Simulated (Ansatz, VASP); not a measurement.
**One calculation of Sr4LiS2, two programs**

The input INCAR:

```
  ALGO = Normal
  EDIFF = 1E-6
  EDIFFG = -0.08
  ENCUT = 600
  GGA = PE
  IBRION = 2
  ISIF = 3
  ISMEAR = 0
  LASPH = T
  LCHARG = F
  LREAL = F
  LWAVE = F
  NELM = 80
  NSW = 36
  PREC = Accurate
  SIGMA = 0.2
```

KPOINTS

```
k-points
0
Gamma
  3 3 3
```

Contents of POSCAR:

```
Sr4LiS2
1.0
    3.2525303000      1.8778492400      5.3442293000
   -3.2525303000      1.8778492400      5.3442293000
    0.0000000000     -3.7556984900      5.3442293000
Li Sr S
1 4 2
Direct
    0.5000000000      0.5000000000      0.5000000000
    0.5000000000      0.5000000000      0.0000000000
    0.0000000000      0.5000000000      0.5000000000
    0.5000000000      0.0000000000      0.5000000000
    0.0000000000      0.0000000000      0.0000000000
    0.8424200500      0.8424200500      0.8424200500
    0.1575799500      0.1575799500      0.1575799500
```

Input for Ansatz:

```yaml
crystal:
  lattice:
    - [3.2525303, 1.87784924, 5.3442293]
    - [-3.2525303, 1.87784924, 5.3442293]
    - [0.0, -3.75569849, 5.3442293]
  atoms:
    - { symbol: Li, position: [0.5, 0.5, 0.5] }
    - { symbol: Sr, position: [0.5, 0.5, 0.0] }
    - { symbol: Sr, position: [0.0, 0.5, 0.5] }
    - { symbol: Sr, position: [0.5, 0.0, 0.5] }
    - { symbol: Sr, position: [0.0, 0.0, 0.0] }
    - { symbol: S, position: [0.84242005, 0.84242005, 0.84242005] }
    - { symbol: S, position: [0.15757995, 0.15757995, 0.15757995] }
basis:
  ecutwfc: 420
kpoints:
  mp_grid: { grid: [3, 3, 3] }
hamiltonian:
  xc: pbe
scf:
  occupations: { method: gaussian, width: 0.2 }
  lower_state_search: "off"
output:
  forces: true
  stress: true
  eigenvalues: true
relax:
  adjacent_minimum: "off"
  f_tol: 0.08
  max_steps: 16
  cell: { stress_tol: 0.8 }
```

Alike in both runs: task relaxation of cell and atoms; functional PBE; k mesh 3 × 3 × 3; occupations gaussian, width 0.2 eV; no spin polarisation.

```csv
,VASP,Ansatz
version,VASP 6.6.1,Ansatz 0.2.0
potentials or method,"VASP PAW PBE potentials, release 64 (Li_sv, Sr_sv, S)","scalar-relativistic, plane waves, PAW"
plane-wave cutoff (eV),600,420
valence electrons in the cell,55,55
```

```csv
,VASP,Ansatz,Ansatz less VASP
"gap on the k mesh at the Fermi level, each at its own relaxed structure (eV)",none,none,-
relaxed volume (Å³/atom),41.23,42.06,+0.834
relaxed cell length with the largest relative difference (Å),6.616,6.669,+0.0529
energy change over the relaxation (meV/atom),-1086,-1135,-49.3
```

A gap of «none» marks a metal or a gap that the smearing closes.

Caveats: the k mesh is coarse (spacing up to 0.39 Å⁻¹), so the values aren't converged; the cutoff is under 1.25 times the usual one of these potentials, so pressure, stress and relaxed cells hold a basis-set (Pulay) error (VASP); the volume moved by over 15 % at a fixed basis, so the end points are rough (VASP).
